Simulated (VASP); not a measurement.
The system is Na3AlO3.

```xyz
7
Lattice="5.4233 0.0000 0.0000 -2.7116 4.6967 0.0000 0.0000 0.0000 4.4169" Properties=species:S:1:pos:R:3 pbc="T T T"
Na    2.7116    0.0000    2.2084
Na   -1.3558    2.3484    2.2084
Na    1.3558    2.3484    2.2084
Al    0.0000    0.0000    2.2084
O     0.0000    3.1311    2.2084
O     2.7116    1.5656    2.2084
O     0.0000    0.0000    0.0000
```

The cell was built by a generator and needn't be a form met in nature.

- Program: VASP 6.6.1
- Task: relaxation of cell and atoms
- Functional: PBE
- Potentials or basis: VASP PAW PBE potentials, release 64 (Na_pv, Al, O)
- Cutoff: 520 eV
- k mesh: 3 × 3 × 3
- Occupations: gaussian, width 0.15 eV
- Spin: no spin polarisation

At the start: pressure 57.1 GPa; volume 16.07 Å³/atom.

Question: Where does the relaxation end?

Answer: Over 10 steps the energy falls by 2450.1 meV/atom and the volume is 20.50 Å³/atom (+27.6 %); space group P6/mmm (No. 191, to 0.05 Å).

The path:
```
step  energy change (eV)  largest force (eV/Å)  pressure (GPa)  volume (Å³)
   1              0.0000                0.0000           57.06       112.51
   2            -12.0603                0.0000          -18.31       217.07
   3            -15.2632                0.0000           -4.78       172.85
   4            -15.2861                0.0000           -5.80       175.23
   5            -16.6862                0.0000           -4.20       157.63
   6            -17.1311                0.0000           -1.39       146.89
   7            -17.1445                0.0000           -0.62       144.24
   8            -17.1458                0.0000           -0.97       144.86
   9            -17.1477                0.0000            0.72       142.38
  10            -17.1510                0.0000           -0.02       143.52
```

Final structure:
```
Na Al O
1.0
     6.96516    0.00000    0.00000
    -3.48258    6.03201    0.00000
     0.00000    0.00000    3.41593
Na Al O
3 1 3
Direct
  0.50000 0.00000 0.50000
  0.00000 0.50000 0.50000
  0.50000 0.50000 0.50000
  0.00000 0.00000 0.50000
  0.33333 0.66667 0.50000
  0.66667 0.33333 0.50000
  0.00000 0.00000 0.00000
```

Caveat: the k mesh is coarse (spacing up to 0.47 Å⁻¹), so the values aren't converged; the volume moved by over 15 % at a fixed basis, so the end points are rough.
